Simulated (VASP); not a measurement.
# Ga23CN24 (a cell with a defect) in VASP: relaxation of the atoms with PBE

Aim: the relaxation of the atoms of Ga23CN24 (a cell with a defect) with PBE.

All numbers are computed with VASP 6.6.1; they aren't measurements. Logs are shortened: lines on timing, memory, paths and dates and some standing lists are left out, and cuts for length are marked.

### Step 1. The crystal as given

The cell holds a defect, 48 atoms: a = 8.302 Å, b = 8.302 Å, c = 8.302 Å, α = 84.34°, β = 84.34°, γ = 84.34°.

### Step 2. Relaxation of the atoms, PBE, collinear spin, ferromagnetic start

Input file INCAR:

```
PREC = Normal ; ENCUT = 450
EDIFF = 1E-6 ; ISMEAR = 0
SIGMA = 0.01 ; LREAL = Auto
LASPH = T ; NELM = 150
ALGO = Normal ; ISIF = 2
LWAVE = F ; LCHARG = F
ISPIN = 2 ; MAGMOM = 0.2 0 0 0 0 0 0 0 0 0 0 0 0 0 0 0 0 0 0 0 0 0 0 0 0 0 0 0 0 0 0 0 0 0 0.2 0 0.2 0.2 0 0 0.2 0 0 0 0 0 0 0
LORBIT = 11 ; GGA = PE
IBRION = 2 ; NSW = 70
EDIFFG = -0.025 ; AMIX = 0.2
BMIX = 1E-4 ; AMIX_MAG = 0.8
BMIX_MAG = 1E-4 ; ICORELEVEL = 1
LUSENCCL = F
```

Input file KPOINTS:

```
Automatic mesh
0
Monkhorst-Pack
  2 2 2
```

Input file POSCAR:

```
Ga23CN24
1.0
   -3.2177240000     -5.5732640000      5.2440550000
    6.4354500000      0.0000000000      5.2440550000
   -3.2177260000      5.5732640000      5.2440550000
C Ga N
1 23 24
Direct
    0.8330620000      0.4997285000      0.6663955000
    0.6663953300      0.3330618300      0.9997288300
    0.9997286700      0.6663951700      0.3330621700
    0.6663953300      0.8330618300      0.4997288300
    0.9997286700      0.1663951700      0.8330621700
    0.1663953300      0.3330618300      0.4997288300
    0.4997286700      0.6663951700      0.8330621700
    0.8330620000      0.9997285000      0.1663955000
    0.3330620000      0.4997285000      0.1663955000
    0.3330620000      0.9997285000      0.6663955000
    0.1663953300      0.8330618300      0.9997288300
    0.4997286700      0.1663951700      0.3330621700
    0.6663953300      0.4997288300      0.3330618300
    0.4997286700      0.3330621700      0.6663951700
    0.8330620000      0.6663955000      0.9997285000
    0.4997286700      0.8330621700      0.1663951700
    0.8330620000      0.1663955000      0.4997285000
    0.9997286700      0.3330621700      0.1663951700
    0.3330620000      0.6663955000      0.4997285000
    0.6663953300      0.9997288300      0.8330618300
    0.1663953300      0.4997288300      0.8330618300
    0.1663953300      0.9997288300      0.3330618300
    0.9997286700      0.8330621700      0.6663951700
    0.3330620000      0.1663955000      0.9997285000
    0.6252713300      0.2919378300      0.4586048300
    0.4586046700      0.1252711700      0.7919381700
    0.7919380000      0.4586045000      0.1252715000
    0.4586046700      0.6252711700      0.2919381700
    0.7919380000      0.9586045000      0.6252715000
    0.9586046700      0.1252711700      0.2919381700
    0.2919380000      0.4586045000      0.6252715000
    0.6252713300      0.7919378300      0.9586048300
    0.1252713300      0.2919378300      0.9586048300
    0.1252713300      0.7919378300      0.4586048300
    0.9586046700      0.6252711700      0.7919381700
    0.2919380000      0.9586045000      0.1252715000
    0.7919380000      0.6252715000      0.4586045000
    0.6252713300      0.4586048300      0.7919378300
    0.9586046700      0.7919381700      0.1252711700
    0.6252713300      0.9586048300      0.2919378300
    0.9586046700      0.2919381700      0.6252711700
    0.1252713300      0.4586048300      0.2919378300
    0.4586046700      0.7919381700      0.6252711700
    0.7919380000      0.1252715000      0.9586045000
    0.2919380000      0.6252715000      0.9586045000
    0.2919380000      0.1252715000      0.4586045000
    0.1252713300      0.9586048300      0.7919378300
    0.4586046700      0.2919381700      0.1252711700
```

Potentials or basis: VASP PAW PBE potentials, release 64 (C, Ga_d, N).

Command:

```
$ cat potpaw_PBE.64/C/POTCAR potpaw_PBE.64/Ga_d/POTCAR potpaw_PBE.64/N/POTCAR > POTCAR
$ mpirun -np 1 vasp_std > vasp.out
```

OUTCAR:

```text
PREC = Normal
   ENCUT = 450
   EDIFF = 1E-6
   ISMEAR = 0
   LREAL = Auto
   LASPH = T
   NELM = 150
   ISIF = 2
   ISPIN = 2
   LORBIT = 11
   GGA = PE
   IBRION = 2
   NSW = 70
   EDIFFG = -0.025
   AMIX = 0.2
   AMIX_MAG = 0.8

 ion  position               nearest neighbor table
   1  0.833  0.500  0.666-
   2  0.666  0.333  1.000-  44 1.97  48 1.97  38 1.97  27 1.98
   3  1.000  0.666  0.333-  42 1.97  37 1.97  39 1.97  34 1.98
   4  0.666  0.833  0.500-  37 1.97  43 1.97  40 1.97  29 1.98
   5  1.000  0.166  0.833-  47 1.97  44 1.97  41 1.97  33 1.98
   6  0.166  0.333  0.500-  46 1.97  41 1.97  42 1.97  31 1.98
   7  0.500  0.666  0.833-  38 1.97  45 1.97  43 1.97  32 1.98
[... 27 lines left out ...]
  35  0.959  0.625  0.792-  21 1.97  15 1.97  23 1.97
  36  0.292  0.959  0.125-  16 1.97  22 1.97  24 1.97  11 1.98
  37  0.792  0.625  0.459-   4 1.97   3 1.97  13 1.98
  38  0.625  0.459  0.792-   7 1.97   2 1.97  14 1.98
  39  0.959  0.792  0.125-   8 1.97  11 1.97   3 1.97  15 1.98
  40  0.625  0.959  0.292-  12 1.97   8 1.97   4 1.97  16 1.98
  41  0.959  0.292  0.625-   6 1.97   5 1.97  17 1.98
  42  0.125  0.459  0.292-   3 1.97   9 1.97   6 1.97  18 1.98
  43  0.459  0.792  0.625-  10 1.97   4 1.97   7 1.97  19 1.98
  44  0.792  0.125  0.959-   2 1.97   5 1.97   8 1.97  20 1.98
  45  0.292  0.625  0.959-  11 1.97   7 1.97   9 1.97  21 1.98
  46  0.292  0.125  0.459-   6 1.97  12 1.97  10 1.97  22 1.98
  47  0.125  0.959  0.792-   5 1.97  10 1.97  11 1.97  23 1.98
  48  0.459  0.292  0.125-   9 1.97   2 1.97  12 1.97  24 1.98

  LATTYP: Found a trigonal (rhomboedric) cell.
 ALAT       =     8.3015146249
 COS(alpha) =     0.0985646338

  Lattice vectors:

 A1 = (  -3.2177240000,  -5.5732640000,   5.2440550000)
 A2 = (   6.4354500000,   0.0000000000,   5.2440550000)
 A3 = (  -3.2177260000,   5.5732640000,   5.2440550000)

Analysis of symmetry for initial positions (statically):
=====================================================================
 Subroutine PRICEL returns:
 Original cell was already a primitive cell.

 Routine SETGRP: Setting up the symmetry group for a
 trigonal (rhombohedral) supercell.

 Subroutine GETGRP returns: Found  3 space group operations
 (whereof  1 operations were pure point group operations)
 out of a pool of 12 trial point group operations.

The static configuration has the point symmetry C_1 .
 The point group associated with its full space group is C_3 .

Analysis of symmetry for dynamics (positions and initial velocities):
=====================================================================
 Subroutine PRICEL returns:
 Original cell was already a primitive cell.

 Routine SETGRP: Setting up the symmetry group for a
 trigonal (rhombohedral) supercell.

 Subroutine GETGRP returns: Found  3 space group operations
 (whereof  1 operations were pure point group operations)
 out of a pool of 12 trial point group operations.

The dynamic configuration has the point symmetry C_1 .
 The point group associated with its full space group is C_3 .

Analysis of structural, dynamic, and magnetic symmetry:
=====================================================================
 Subroutine PRICEL returns:
 Original cell was already a primitive cell.

 Routine SETGRP: Setting up the symmetry group for a
 trigonal (rhombohedral) supercell.

 Subroutine GETGRP returns: Found  3 space group operations
 (whereof  1 operations were pure point group operations)
 out of a pool of 12 trial point group operations.

The overall configuration has the point symmetry C_1 .
 The point group associated with its full space group is C_3 .

 Subroutine INISYM returns: Found  3 space group operations
 (whereof  1 operations are pure point group operations),
 and found     1 'primitive' translations

----------------------------------------------------------------------------------------

                                     Primitive cell

  volume of cell :     564.2571

  direct lattice vectors                    reciprocal lattice vectors
    -3.217724000 -5.573264000  5.244055000    -0.051796430 -0.089714044  0.063564042
[... 166 lines left out ...]
   NELECT =     423.0000    total number of electrons
   NUPDOWN=      -1.0000    fix difference up-down
   EMIN   =  10.00;   EMAX   =-10.00  energy-range for DOS
   EFERMI =   0.00;   METHOD = LEGACY
   ISMEAR =     0;   SIGMA  =   0.01  broadening in eV -4-tet -1-fermi 0-gaus
   EFERMI_NEDOS =   21; number of points for ismear=-14 and -15
   IALGO  =     38    algorithm
   IMIX   =      4    mixing-type and parameters
     AMIX     =   0.20;   BMIX     =  0.00
     AMIX_MAG =   0.80;   BMIX_MAG =  0.00
  volume/ion in A,a.u.               =      11.76        79.33
  Fermi-wavevector in a.u.,A,eV,Ry     =   1.487177  2.810357 30.091936  2.211695
  Thomas-Fermi vector in A             =   2.600370
   LORBIT       =     11    0 simple, 1 ext, 2 COOP (PROOUT), +10 PAW based schemes
   GGA     = PE    functional components
   LHFCALC =     F    Hartree Fock is set to
   AEXX    =    0.0000 exact exchange contribution
   IVDW    =     0    specifies the selected vdW correction
   LEPSILON=     F    determine dielectric tensor
   LRPA    =     F    only Hartree local field effects (RPA)
 conjugate gradient relaxation of ions
 spin polarized calculation
 Gauss-broadening in eV      SIGMA  =   0.01
  energy-cutoff  :      450.00
  volume of cell :      564.26
 maximum number of plane-waves:     12242
   NGX = 29   NGY = 29   NGZ = 29

--------------------------------------- Ionic step        1  -------------------------------------------

 number of electron     423.0000825 magnetization       1.0000004

 Free energy of the ion-electron system (eV)
  ---------------------------------------------------
  ext. energy  EPLUGINS =         0.00000000
  ---------------------------------------------------
  free energy    TOTEN  =      -290.64938358 eV

  energy without entropy =     -290.64938358  energy(sigma->0) =     -290.64938358

------------------------ aborting loop because EDIFF is reached ----------------------------------------

  FORCE on cell =-STRESS in cart. coord.  units (eV):
  Direction    XX          YY          ZZ          XY          YZ          ZX
  --------------------------------------------------------------------------------------
  -------------------------------------------------------------------------------------
  Total       -8.2740914     -8.2740938     -8.0841910      0.0000014      0.0000000     -0.0000000
  in kB      -23.4938325    -23.4938394    -22.9546206      0.0000040      0.0000000     -0.0000000
  external PRESSURE =     -23.3140975 kB  Pullay stress =       0.0000000 kB
[... 227 lines left out ...]
  FREE ENERGIE OF THE ION-ELECTRON SYSTEM (eV)
  ---------------------------------------------------
  free  energy   TOTEN  =      -291.6547053654 eV

  energy  without entropy=     -291.6527770864  energy(sigma->0) =     -291.65374123

[... ionic steps 4 to 17 ...]

--------------------------------------- Ionic step       18  -------------------------------------------

 number of electron     423.0000238 magnetization       0.4999998

------------------------ aborting loop because EDIFF is reached ----------------------------------------
[... 159 lines left out ...]
--------------------------------------- Ionic step       20  -------------------------------------------

 number of electron     423.0000216 magnetization       0.4999998

 Free energy of the ion-electron system (eV)
  ---------------------------------------------------
  ext. energy  EPLUGINS =         0.00000000
  ---------------------------------------------------
  free energy    TOTEN  =      -292.53240937 eV

  energy without entropy =     -292.53048109  energy(sigma->0) =     -292.53144523

 the core state eigenenergies are
   1-  1s   -263.6212
   2-  1s -10217.6556  2s  -1251.0343  2p  -1087.4944  3s   -137.2994  3p    -88.0433

   3-  1s -10217.6386  2s  -1251.0176  2p  -1087.4776  3s   -137.2819  3p    -88.0257

   4-  1s -10217.6556  2s  -1251.0343  2p  -1087.4944  3s   -137.2994  3p    -88.0433
[... 63 lines left out ...]
  47-  1s   -370.5154
  48-  1s   -370.4129

 E-fermi :   7.6868     XC(G=0): -11.4638

 val. band max:        7.6837601818   @ k =  -0.2500   0.2500   0.2500
 cond. band min:       7.7231330765   @ k =  -0.2500   0.2500   0.2500
 fundamental gap:      0.0393728947
 Fermi energy:         7.6868058810

 spin component 1

 k-point     1 :       0.2500    0.2500    0.2500
  band No.  band energies     occupation
      1     -12.5056      1.00000
      2     -10.5290      1.00000
      3     -10.2676      1.00000
      4     -10.2193      1.00000
      5     -10.1790      1.00000
      6     -10.0802      1.00000
[... 441 lines left out ...]
    222       9.7715      0.00000
    223       9.9086      0.00000
 Fermi energy:         7.6868058810

 spin component 2

 k-point     1 :       0.2500    0.2500    0.2500
  band No.  band energies     occupation
      1     -12.4880      1.00000
      2     -10.5164      1.00000
      3     -10.2571      1.00000
      4     -10.2110      1.00000
      5     -10.1673      1.00000
      6     -10.0709      1.00000
[... 441 lines left out ...]
    222       9.7953      0.00000
    223       9.9300      0.00000
 [bands above 223 left out]

------------------------ aborting loop because EDIFF is reached ----------------------------------------

  FORCE on cell =-STRESS in cart. coord.  units (eV):
  Direction    XX          YY          ZZ          XY          YZ          ZX
  --------------------------------------------------------------------------------------
  -------------------------------------------------------------------------------------
  Total      -14.0491250    -14.0491291    -12.7169059      0.0000027     -0.0000000     -0.0000000
  in kB      -39.8917262    -39.8917379    -36.1089627      0.0000076     -0.0000000     -0.0000000
  external PRESSURE =     -38.6308089 kB  Pullay stress =       0.0000000 kB
[... 63 lines left out ...]
  FREE ENERGIE OF THE ION-ELECTRON SYSTEM (eV)
  ---------------------------------------------------
  free  energy   TOTEN  =      -292.5324093696 eV

  energy  without entropy=     -292.5304810864  energy(sigma->0) =     -292.53144523

 reached required accuracy - stopping structural energy minimisation

 total charge

# of ion       s       p       d       tot
------------------------------------------
    1        0.797   1.408   0.000   2.206
    2        0.789   0.814  10.137  11.740
    3        0.790   0.813  10.136  11.739
    4        0.789   0.814  10.137  11.740
    5        0.790   0.813  10.136  11.739
    6        0.789   0.814  10.137  11.740
[... 40 lines left out ...]
   47        1.248   2.434   0.000   3.682
   48        1.241   2.461   0.000   3.702
--------------------------------------------------
tot         48.632  79.664 233.364 361.660

 magnetization (x)

# of ion       s       p       d       tot
------------------------------------------
    1        0.005   0.005   0.000   0.009
    2        0.004   0.001   0.000   0.004
    3        0.004   0.001   0.000   0.006
    4        0.004   0.001   0.000   0.004
    5        0.004   0.001   0.000   0.006
    6        0.004   0.001   0.000   0.004
[... 40 lines left out ...]
   47        0.008   0.006   0.000   0.014
   48        0.004   0.005   0.000   0.010
--------------------------------------------------
tot          0.192   0.143   0.003   0.337
```

Run time: 85 min. Hardware: 1 × NVIDIA H100 80GB with 1 thread of AMD EPYC 7R13 (Zen 3), shared host; peak memory 1.6 GiB.

What came out:

- Free energy: -292.5324 eV
- Energy gained by relaxing: 39.2 meV/atom
- Ionic steps: 20
- Largest force after relaxing: 0.023 eV/Å
- Net moment: 0.50 μB per cell
- Valence electrons inside the program's atomic spheres: C 2.21; Ga 11.74, 11.77, 11.75, 11.76, 11.80, 11.81; N 3.75, 3.71, 3.72, 3.66, 3.67, 3.68, 3.70

Forces on the atoms (eV/Å):
```
C    0.000  0.000  0.008
Ga  -0.016  0.015  0.005
Ga   0.004 -0.014 -0.004
Ga   0.021  0.007  0.005
Ga  -0.014  0.004 -0.004
Ga  -0.005 -0.022  0.005
Ga   0.010  0.010 -0.004
Ga  -0.001  0.005  0.004
Ga  -0.004 -0.003  0.004
Ga   0.004 -0.002  0.004
Ga   0.000  0.000  0.009
Ga   0.000  0.000 -0.007
Ga   0.004  0.001 -0.006
Ga  -0.003  0.003 -0.006
Ga   0.002  0.005  0.003
Ga   0.002 -0.001 -0.006
Ga  -0.001 -0.004 -0.006
Ga  -0.012 -0.007 -0.002
Ga   0.012 -0.007 -0.002
Ga   0.000  0.014 -0.002
Ga  -0.006 -0.001  0.003
Ga  -0.001 -0.001 -0.006
Ga   0.003 -0.005  0.003
Ga   0.000  0.002 -0.006
N    0.000  0.000 -0.007
N    0.009  0.014 -0.002
N   -0.007 -0.007  0.000
N    0.008 -0.015 -0.002
N   -0.002  0.010  0.000
N   -0.016  0.001 -0.002
N    0.009 -0.003  0.000
N   -0.001  0.013 -0.004
N   -0.010 -0.007 -0.004
N    0.012 -0.005 -0.004
N    0.000  0.000  0.014
N    0.000  0.000  0.003
N    0.011 -0.005 -0.003
N   -0.002  0.012 -0.003
N   -0.002  0.002  0.002
N    0.001  0.008 -0.002
N   -0.010 -0.008 -0.003
N   -0.008 -0.017  0.010
N    0.019  0.002  0.010
N   -0.011  0.016  0.010
N   -0.001 -0.003  0.002
N    0.006 -0.004 -0.002
N    0.003  0.001  0.002
N   -0.007 -0.003 -0.002
```

The path:
| step | energy change (eV) | largest force (eV/Å) | pressure (GPa) |
| --- | --- | --- | --- |
| 1 | 0.0000 | 1.2627 | -2.33 |
| 2 | -0.2978 | 0.9996 | -2.65 |
| 3 | -1.0053 | 1.6642 | -3.23 |
| 4 | 2.2561 | 8.4642 | 0.41 |
| 5 | -1.1994 | 1.5501 | -3.31 |
| 6 | -0.9437 | 1.7484 | -2.46 |
| 7 | -1.3454 | 1.2330 | -3.26 |
| 8 | -1.3626 | 1.3451 | -3.17 |
| 9 | -1.4768 | 1.1807 | -3.17 |
| 10 | -1.4962 | 1.0859 | -3.13 |
| 11 | -1.6198 | 0.8455 | -3.30 |
| 12 | -1.8263 | 0.2888 | -3.74 |
| 13 | -1.8407 | 0.2439 | -3.82 |
| 14 | -1.8541 | 0.1801 | -3.84 |
| 15 | -1.8678 | 0.1378 | -3.86 |
| 16 | -1.8733 | 0.1017 | -3.87 |
| 17 | -1.8787 | 0.0819 | -3.87 |
| 18 | -1.8811 | 0.0528 | -3.87 |
| 19 | -1.8823 | 0.0437 | -3.87 |
| 20 | -1.8830 | 0.0229 | -3.86 |

Final structure:
```xyz
48
Lattice="-3.2177 -5.5733 5.2441 6.4355 0.0000 5.2441 -3.2177 5.5733 5.2441" Properties=species:S:1:pos:R:3 pbc="T T T"
C    -1.6089   -0.9289   10.4772
Ga   -3.2090    1.7923   10.5187
Ga   -0.0581   -3.6773   10.4847
Ga    1.5478   -0.9037   10.5187
Ga   -4.7645   -0.8977   10.4847
Ga    0.0523    1.8980    5.2746
Ga   -0.0040    1.7884   10.4847
Ga    3.1916   -3.7019   10.4884
Ga    1.6101   -0.9583    5.2443
Ga   -3.1928    1.8736    5.2443
Ga    1.6089    4.6444   10.4717
Ga   -1.6089   -0.9289    5.2046
Ga   -0.0548   -1.8240    7.9002
Ga   -1.6107    0.8645    7.9002
Ga   -1.6136    0.9145   13.0333
Ga    3.2034   -1.8579    7.8614
Ga   -3.1611   -1.8271    7.9002
Ga    1.6000    0.9251    2.6331
Ga    1.6165    0.9231    7.8772
Ga   -4.8254    0.9384    7.8772
Ga    0.0148    3.7186    7.7893
Ga   -1.6018    0.9414    2.6174
Ga   -0.0100   -1.8465   13.0333
Ga   -3.2104    3.7032    7.8614
N    -1.6089   -0.9289    7.1628
N    -3.1959    1.8402    7.2405
N    -0.0124   -3.6945    7.2514
N     1.5827   -0.9390    7.2405
N     1.6332   -0.9286   12.4955
N    -3.2134   -3.6878    7.2405
N    -0.0120    1.8365    7.2514
N     0.0038    1.8550   12.4503
N    -1.6084    4.6490    7.2063
N     3.2135    1.8559    7.2063
N    -1.6089   -0.9289   12.0708
N     4.8266   -0.9289    7.2132
N    -0.3233   -1.6656    9.9605
N    -1.6136    0.5528    9.9605
N     1.5703   -4.6235    9.7926
N     3.1587   -1.8438    9.8365
N    -2.8896   -1.6738    9.9605
N     1.5995    0.9114    4.6044
N     1.6287    0.9295    9.8484
N    -4.8370    0.9457    9.8484
N     0.0012    3.6717    9.7926
N    -1.5672    0.9730    4.5924
N     3.2551    3.7385    9.7926
N     0.0174   -1.9159    4.5924
```

Core levels (eV, on the scale of the bands):
| atom | levels |
| --- | --- |
| 1 C | 1s -263.6 |
| 2 Ga | 1s -10217.7, 2s -1251.0, 2p -1087.5, 3s -137.3, 3p -88.0 |
| 3 Ga | 1s -10217.6, 2s -1251.0, 2p -1087.5, 3s -137.3, 3p -88.0 |
| 4 Ga | 1s -10217.7, 2s -1251.0, 2p -1087.5, 3s -137.3, 3p -88.0 |
| 5 Ga | 1s -10217.6, 2s -1251.0, 2p -1087.5, 3s -137.3, 3p -88.0 |
| 6 Ga | 1s -10217.7, 2s -1251.0, 2p -1087.5, 3s -137.3, 3p -88.0 |

Caveat: the k mesh is coarse (spacing up to 0.38 Å⁻¹), so the values aren't converged; the cutoff is under 1.25 times the usual one of these potentials, so pressure, stress and relaxed cells hold a basis-set (Pulay) error.
